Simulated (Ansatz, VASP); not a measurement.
# Cross-check of PtSe2 (Sudovikovite) between VASP and Ansatz, part 2 of 2

Aim: how closely do two programs agree when they are given the same cell, functional and k mesh? The cell is taken from a series of VASP runs on this material, whose earlier steps may have relaxed, scaled or displaced it; both programs get it as it stands.

VASP 6.6.1 and Ansatz 0.2.0.

So far: The starting structure; Ansatz: zone-centre phonons, LDA.

**3. VASP: zone-centre phonons, LDA**

Level of this step: LDA; plane waves and PAW (Pt, Se) (VASP).

The same cell, functional (in two slightly different forms), mesh and smearing now go to VASP, with its own data sets and cutoff.

Lines of VASP's logs that name or quote its potential files are left out, and so is its time.

Input file INCAR:

```
SYSTEM = PtSe2
PREC = Accurate
ENCUT = 400
EDIFF = 1E-08
NELM = 100
ISMEAR = 1
SIGMA = 0.2
LREAL = .FALSE.
ALGO = Normal
GGA = CA
NBANDS = 17
LASPH = .TRUE.
LORBIT = 11
LWAVE = .FALSE.
LCHARG = .FALSE.
KPAR = 2
IBRION = 8
ISIF = 2
```

Input file POSCAR:

```
PtSe2
1.0
    3.7403324055      0.0000000000      0.0000000000
   -1.8701662028      3.2392228818      0.0000000000
    0.0000000000      0.0000000000      4.7881194269
Pt Se
1 2
Direct
    0.0000000000      0.0000000000      0.0000000000
    0.3333333333      0.6666666667      0.2644490384
    0.6666666667      0.3333333333      0.7355509616
```

Input file KPOINTS:

```
Automatic mesh
0
Gamma
12 12 8
0 0 0
```

The projector-augmented-wave data sets are Pt and Se (LDA family, release 64).

Run with:

```
mpirun -np 2 vasp_std
```

Numbers of over 12 decimals in the logs are rounded to 6 here.

Output:

```text
[banner, memory and clock lines left out]
running    2 mpi-ranks, on    1 nodes
 distrk:  each k-point on    1 cores,    2 groups
 distr:  one band on    1 cores,    1 groups

 POSCAR found type information on POSCAR PtSe
 POSCAR found :  2 types and       3 ions
 LDA part: xc-table for (Slater(with rela. corr.)+CA(PZ))
 , standard interpolation
 POSCAR, INCAR and KPOINTS ok, starting setup
 FFT: planning ... GRIDC
 FFT: planning ... GRID_SOFT
 FFT: planning ... GRID
 WAVECAR not read
 entering main loop
       N       E                     dE             d eps       ncg     rms          rms(c)
DAV:   1     0.894658051722E+02    0.89466E+02   -0.87584E+03  4630   0.918E+02
DAV:   2    -0.141256140181E+02   -0.10359E+03   -0.10062E+03  5684   0.198E+02
DAV:   3    -0.178649848262E+02   -0.37394E+01   -0.37186E+01  5286   0.384E+01
DAV:   4    -0.178904979213E+02   -0.25513E-01   -0.25506E-01  5845   0.348E+00
DAV:   5    -0.178907365306E+02   -0.23861E-03   -0.23860E-03  5378   0.317E-01    0.130E+01
DAV:   6    -0.173293908399E+02    0.56135E+00   -0.44279E+00  4544   0.190E+01    0.803E+00
DAV:   7    -0.171209033812E+02    0.20849E+00   -0.85050E-01  4538   0.921E+00    0.398E+00
DAV:   8    -0.170930514798E+02    0.27852E-01   -0.58821E-02  4803   0.170E+00    0.801E-01
DAV:   9    -0.170901278120E+02    0.29237E-02   -0.67254E-03  5125   0.775E-01    0.207E-01
DAV:  10    -0.170900996554E+02    0.28157E-04   -0.11007E-03  5129   0.207E-01    0.383E-02
DAV:  11    -0.170900958118E+02    0.38435E-05   -0.45900E-05  5527   0.545E-02    0.252E-02
DAV:  12    -0.170900948495E+02    0.96230E-06   -0.40523E-06  5019   0.126E-02    0.318E-03
DAV:  13    -0.170900947505E+02    0.98996E-07   -0.46082E-07  5499   0.548E-03    0.138E-03
DAV:  14    -0.170900947502E+02    0.30582E-09   -0.41219E-08  4904   0.147E-03
   1 F= -.17090095E+02 E0= -.17090126E+02  d E =0.931507E-04
 Linear response reoptimize wavefunctions to high precision
DAV:   1    -0.170900947504E+02   -0.18667E-09   -0.24420E-09  3304   0.390E-04
DAV:   2    -0.170900947504E+02   -0.12960E-10   -0.12293E-10  2442   0.792E-05
 Linear response DOF=           4
 Linear response progress:
  Degree of freedom:   1/  4
       N       E                     dE             d eps       ncg     rms          rms(c)
RMM:   1    -0.257318999131E+00   -0.25732E+00   -0.26121E-01 18498   0.329E+00
RMM:   2    -0.249409976835E+00    0.79090E-02   -0.72284E-03 16345   0.505E-01    0.191E-01
RMM:   3    -0.249264904259E+00    0.14507E-03   -0.36955E-04 17901   0.114E-01    0.115E-01
RMM:   4    -0.249725187588E+00   -0.46028E-03   -0.48364E-04 18552   0.117E-01    0.207E-02
RMM:   5    -0.249775666408E+00   -0.50479E-04   -0.32149E-05 18092   0.345E-02    0.893E-03
RMM:   6    -0.249817888784E+00   -0.42222E-04   -0.34226E-07 18950   0.517E-03    0.140E-03
RMM:   7    -0.249805740517E+00    0.12148E-04    0.15354E-07 19063   0.164E-03    0.930E-04
RMM:   8    -0.249795569814E+00    0.10171E-04    0.55565E-08 19204   0.679E-04    0.329E-04
RMM:   9    -0.249792280103E+00    0.32897E-05    0.15120E-07 18694   0.889E-04    0.148E-04
RMM:  10    -0.249792696441E+00   -0.41634E-06    0.66841E-08 18595   0.374E-04    0.252E-05
RMM:  11    -0.249792892063E+00   -0.19562E-06    0.13778E-07 19808   0.154E-04    0.108E-05
RMM:  12    -0.249792907720E+00   -0.15657E-07    0.16347E-07 20022   0.120E-04    0.969E-07
RMM:  13    -0.249792928967E+00   -0.21248E-07    0.17178E-07 20033   0.105E-04    0.148E-06
RMM:  14    -0.249792912871E+00    0.16096E-07    0.16676E-07 17609   0.992E-05    0.980E-07
RMM:  15    -0.249792910096E+00    0.27757E-08    0.17498E-07 16560   0.987E-05    0.121E-07
RMM:  16    -0.249792910201E+00   -0.10555E-09    0.17377E-07 11073   0.978E-05    0.883E-08
 first order change of Fermi-energy   0.32835E-03
 force on displaced ion       1 direction 1 : -15.172   0.000   0.000
 Linear response progress:
  Degree of freedom:   2/  4
       N       E                     dE             d eps       ncg     rms          rms(c)
RMM:   1    -0.271588916906E+00   -0.27159E+00   -0.26825E-01  7703   0.330E+00
RMM:   2    -0.262817790651E+00    0.87711E-02   -0.71092E-03  6692   0.530E-01    0.203E-01
RMM:   3    -0.262488814185E+00    0.32898E-03   -0.66666E-04  7306   0.141E-01    0.117E-01
RMM:   4    -0.262729411755E+00   -0.24060E-03   -0.41807E-04  7504   0.106E-01    0.362E-02
RMM:   5    -0.262871628947E+00   -0.14222E-03   -0.93441E-06  7599   0.202E-02    0.143E-02
RMM:   6    -0.262924329012E+00   -0.52700E-04   -0.39514E-06  7155   0.107E-02    0.214E-03
RMM:   7    -0.262904776578E+00    0.19552E-04   -0.14833E-07  7717   0.216E-03    0.709E-04
RMM:   8    -0.262896187251E+00    0.85893E-05   -0.39861E-08  7777   0.625E-04    0.833E-05
RMM:   9    -0.262896585185E+00   -0.39793E-06   -0.34695E-08  7881   0.198E-04    0.387E-05
RMM:  10    -0.262896502528E+00    0.82657E-07   -0.38343E-08  8072   0.124E-04    0.140E-05
RMM:  11    -0.262896406719E+00    0.95809E-07   -0.34223E-08  8136   0.101E-04    0.448E-06
RMM:  12    -0.262896443639E+00   -0.36920E-07   -0.30461E-08  7723   0.961E-05    0.103E-06
RMM:  13    -0.262896453597E+00   -0.99581E-08   -0.29985E-08  6848   0.941E-05    0.339E-07
 first order change of Fermi-energy  -0.34125E-03
 force on displaced ion       1 direction 3 :   0.000   0.000 -15.499
 Linear response progress:
  Degree of freedom:   3/  4
       N       E                     dE             d eps       ncg     rms          rms(c)
RMM:   1    -0.780037180612E-01   -0.78004E-01    0.57827E-02 47889   0.152E+00
RMM:   2    -0.765870474118E-01    0.14167E-02   -0.16127E-03 30862   0.240E-01    0.107E-01
RMM:   3    -0.764615873977E-01    0.12546E-03   -0.46260E-05 33471   0.389E-02    0.609E-02
RMM:   4    -0.764007061391E-01    0.60881E-04   -0.25155E-05 34389   0.297E-02    0.662E-03
RMM:   5    -0.764032473201E-01   -0.25412E-05   -0.71351E-08 34525   0.515E-03    0.126E-03
RMM:   6    -0.764030294895E-01    0.21783E-06    0.68066E-08 34899   0.144E-03    0.362E-04
RMM:   7    -0.764018989921E-01    0.11305E-05    0.68653E-08 35297   0.461E-04    0.774E-05
RMM:   8    -0.764017128600E-01    0.18613E-06    0.10668E-07 35608   0.131E-04    0.374E-05
RMM:   9    -0.764016304066E-01    0.82453E-07    0.41243E-08 35750   0.897E-05    0.178E-05
RMM:  10    -0.764015756168E-01    0.54790E-07    0.32471E-08 36295   0.795E-05    0.295E-06
RMM:  11    -0.764015876318E-01   -0.12015E-07    0.15275E-08 35483   0.710E-05    0.937E-07
RMM:  12    -0.764015894111E-01   -0.17794E-08    0.42926E-08 27596   0.687E-05    0.392E-07
 first order change of Fermi-energy  -0.25207E-05
 force on displaced ion       2 direction 1 :  -7.713   0.000   0.000
 Linear response progress:
  Degree of freedom:   4/  4
       N       E                     dE             d eps       ncg     rms          rms(c)
RMM:   1    -0.920108625734E-01   -0.92011E-01    0.52454E-02 10428   0.150E+00
RMM:   2    -0.896887856762E-01    0.23221E-02   -0.18657E-03  7027   0.256E-01    0.158E-01
RMM:   3    -0.894834034284E-01    0.20538E-03   -0.18967E-04  7593   0.692E-02    0.105E-01
RMM:   4    -0.893808945788E-01    0.10251E-03   -0.57504E-05  7516   0.455E-02    0.545E-02
RMM:   5    -0.893323616944E-01    0.48533E-04   -0.18611E-05  7637   0.235E-02    0.851E-03
RMM:   6    -0.893390881208E-01   -0.67264E-05    0.57093E-07  7676   0.355E-03    0.288E-03
RMM:   7    -0.893442276299E-01   -0.51395E-05   -0.26065E-07  7623   0.228E-03    0.756E-04
RMM:   8    -0.893430054524E-01    0.12222E-05   -0.10621E-07  7821   0.567E-04    0.155E-04
RMM:   9    -0.893427239451E-01    0.28151E-06   -0.45277E-08  7893   0.148E-04    0.487E-05
RMM:  10    -0.893426966489E-01    0.27296E-07   -0.41758E-08  8016   0.115E-04    0.830E-06
RMM:  11    -0.893427043419E-01   -0.76930E-08   -0.44418E-08  8135   0.881E-05    0.275E-06
 first order change of Fermi-energy  -0.89618E+00
 force on displaced ion       2 direction 3 :   0.000  -0.000 -10.013
 Linear response finished
```

OUTCAR, selected parts (step 3):

```text
ion  position               nearest neighbor table
   1  0.000  0.000  0.000-   2 2.50   3 2.50   3 2.50   2 2.50   3 2.50   2 2.50
   2  0.333  0.667  0.264-   1 2.50   1 2.50   1 2.50
   3  0.667  0.333  0.736-   1 2.50   1 2.50   1 2.50

  LATTYP: Found a hexagonal cell.
 ALAT       =     3.7403324055
 C/A-ratio  =     1.2801320599

 Subroutine GETGRP returns: Found 12 space group operations
 (whereof 12 operations were pure point group operations)

The static configuration has the point symmetry D_3d.

 Found    131 irreducible k-points:

   k-points           NKPTS =    131   k-points in BZ     NKDIM =    131   number of bands    NBANDS=     17

   dimension x,y,z NGX =    24 NGY =   24 NGZ =   32
   dimension x,y,z NGXF=    48 NGYF=   48 NGZF=   64

   ENCUT  =  400.0 eV  29.40 Ry    5.42 a.u.   6.10  6.10  7.81*2*pi/ulx,y,z

   NELECT =      22.0000    total number of electrons

 k-points in reciprocal lattice and weights: Automatic mesh
   0.00000000  0.00000000  0.00000000       0.001
   0.08333333  0.00000000  0.00000000       0.005
   0.16666667  0.00000000  0.00000000       0.005
   0.25000000  0.00000000  0.00000000       0.005
   0.33333333  0.00000000  0.00000000       0.005
   0.41666667  0.00000000  0.00000000       0.005
   0.50000000  0.00000000  0.00000000       0.003
   0.08333333  0.08333333  0.00000000       0.005
   0.16666667  0.08333333  0.00000000       0.010
[...]
0.33333333  0.25000000  0.50000000       0.010
   0.33333333  0.33333333  0.50000000       0.002

 average (electrostatic) potential at core
       1 -68.0796       2 -58.3325       3 -58.3325

  Total        0.0236595      0.0236595     -0.1180605     -0.0000000      0.0000000     -0.0000000
  in kB        0.6534318      0.6534318     -3.2606117     -0.0000000      0.0000000     -0.0000000
  external PRESSURE =      -0.6512494 kB  Pullay stress =       0.0000000 kB

  energy-cutoff  :      400.00
  volume of cell :       58.01
      direct lattice vectors                 reciprocal lattice vectors
     3.740332405  0.000000000  0.000000000     0.267355917  0.154358011  0.000000000
    -1.870166203  3.239222882  0.000000000     0.000000000  0.308716021  0.000000000
     0.000000000  0.000000000  4.788119427     0.000000000  0.000000000  0.208850263

 POSITION                                       TOTAL-FORCE (eV/Angst)
 -----------------------------------------------------------------------------------
      0.00000      0.00000      0.00000        -0.000000      0.000000      0.000000
     -0.00000      2.15948      1.26621        -0.000000     -0.000000     -0.003107
      1.87017      1.07974      3.52191         0.000000      0.000000      0.003107
 -----------------------------------------------------------------------------------
    total drift:                                0.000000     -0.000000     -0.000000

 Eigenvectors and eigenvalues of the dynamical matrix
 ----------------------------------------------------

   1 f  =    6.586750 THz    41.385769 2PiTHz  219.710320 cm-1    27.240596 meV
             X         Y         Z           dx          dy          dz
      0.000000  0.000000  0.000000     0.000000   -0.000000   -0.668992
     -0.000000  2.159482  1.266214     0.000000    0.000000    0.525571
      1.870166  1.079741  3.521906    -0.000000    0.000000    0.525571

   2 f  =    6.520281 THz    40.968133 2PiTHz  217.493162 cm-1    26.965703 meV
             X         Y         Z           dx          dy          dz
      0.000000  0.000000  0.000000    -0.293947    0.600585   -0.000000
     -0.000000  2.159482  1.266214     0.231136   -0.472252    0.000000
      1.870166  1.079741  3.521906     0.231136   -0.472252   -0.000000

   3 f  =    6.520281 THz    40.968133 2PiTHz  217.493162 cm-1    26.965703 meV
             X         Y         Z           dx          dy          dz
      0.000000  0.000000  0.000000     0.600585    0.293947    0.000000
     -0.000000  2.159482  1.266214    -0.472252   -0.231136    0.000000
      1.870166  1.079741  3.521906    -0.472252   -0.231136    0.000000

   4 f  =    6.165665 THz    38.740017 2PiTHz  205.664455 cm-1    25.499131 meV
             X         Y         Z           dx          dy          dz
      0.000000  0.000000  0.000000     0.000000   -0.000000   -0.000000
     -0.000000  2.159482  1.266214     0.000000    0.000000    0.707107
      1.870166  1.079741  3.521906    -0.000000    0.000000   -0.707107

   5 f  =    4.923487 THz    30.935180 2PiTHz  164.229843 cm-1    20.361896 meV
             X         Y         Z           dx          dy          dz
      0.000000  0.000000  0.000000     0.000000   -0.000000   -0.000000
     -0.000000  2.159482  1.266214    -0.310862    0.635110    0.000000
      1.870166  1.079741  3.521906     0.310862   -0.635110    0.000000

   6 f  =    4.923487 THz    30.935180 2PiTHz  164.229843 cm-1    20.361896 meV
             X         Y         Z           dx          dy          dz
      0.000000  0.000000  0.000000     0.000000    0.000000   -0.000000
     -0.000000  2.159482  1.266214    -0.635110   -0.310862    0.000000
      1.870166  1.079741  3.521906     0.635110    0.310862   -0.000000

   7 f/i=    0.001225 THz     0.007696 2PiTHz    0.040855 cm-1     0.005065 meV
             X         Y         Z           dx          dy          dz
      0.000000  0.000000  0.000000    -0.000000   -0.000000    0.743270
     -0.000000  2.159482  1.266214    -0.000000   -0.000000    0.473049
      1.870166  1.079741  3.521906    -0.000000   -0.000000    0.473049

   8 f/i=    0.001693 THz     0.010638 2PiTHz    0.056477 cm-1     0.007002 meV
             X         Y         Z           dx          dy          dz
      0.000000  0.000000  0.000000    -0.711745    0.215201    0.000000
     -0.000000  2.159482  1.266214    -0.452580    0.136840    0.000000
      1.870166  1.079741  3.521906    -0.452580    0.136840    0.000000

   9 f/i=    0.001693 THz     0.010638 2PiTHz    0.056477 cm-1     0.007002 meV
             X         Y         Z           dx          dy          dz
      0.000000  0.000000  0.000000    -0.215201   -0.711745   -0.000000
     -0.000000  2.159482  1.266214    -0.136840   -0.452580   -0.000000
      1.870166  1.079741  3.521906    -0.136840   -0.452580   -0.000000

 ELASTIC MODULI CONTR FROM IONIC RELAXATION (kBar)
 Direction    XX          YY          ZZ          XY          YZ          ZX
 --------------------------------------------------------------------------------
 XX        -601.2288   -373.6115   -555.3177      0.0000    240.9671     -0.0000
 YY        -373.6115   -601.2288   -555.3177      0.0000   -240.9671      0.0000
 ZZ        -555.3177   -555.3177   -632.6734      0.0000     -0.0000      0.0000
 XY           0.0000      0.0000      0.0000   -113.8086      0.0000    219.4136
 YZ         240.9671   -240.9671     -0.0000      0.0000   -510.1996      0.0000
 ZX          -0.0000      0.0000      0.0000    219.4136      0.0000   -423.0111
 --------------------------------------------------------------------------------
```

Energies printed during the response cycles are not total energies of the cell.

**4. Comparison**

Known differences besides the potentials themselves: the two LDA forms differ slightly; the data sets hold 50 valence electrons in Ansatz (default PAW (the set named soft_2) files) and 22 in VASP; the cutoff is 420 eV in Ansatz and 400 eV in VASP; VASP's log shows a relativistic correction to its local exchange, Ansatz's none. Total energies have different zeros and are not compared.

The two programs side by side:

| quantity | Ansatz | VASP | difference |
| --- | --- | --- | --- |
| optical mode 1 to 2 (cm⁻¹) | 163.6 | 164.2 | -0.41 % |
| optical mode 3 (cm⁻¹) | 205.3 | 205.7 | -0.17 % |
| optical mode 4 to 5 (cm⁻¹) | 216.3 | 217.5 | -0.55 % |
| optical mode 6 (cm⁻¹) | 219.3 | 219.7 | -0.20 % |

Modes are paired by rising frequency and degeneracy, not by their patterns, so a pair may still set unlike modes beside each other.

**5. What came out**

```
r.m.s. difference of the optical zone-centre modes, each program's sorted by frequency (zone-centre phonons, LDA) : 0.83 cm⁻¹
difference in optical mode 4 to 5 (zone-centre phonons, LDA)                                                      : -0.6 %
```

What this shows: The r.m.s. difference of the optical zone-centre modes, each program's sorted by frequency is 0.83 cm⁻¹ (zone-centre phonons, LDA). Among the rows given in per cent, the largest difference of the zone-centre phonons, LDA pair is in optical mode 4 to 5, -0.6 %. 1 further run of this series is not shown here. How closely two codes agree says nothing of how well the functional describes the real material.

[Lines on the potential files, build, host, timing and source positions are cut from VASP's logs without a mark.]

[Logs are printed without paths, hosts, clocks, repeated set-up lines and the standing remarks that a program may print on its own settings, such as how far it seeks lower states.]

[Hosts, paths, dates, database ids (printed as entryN), source tags and the programs' standing remarks are cut or masked in the printed files.]
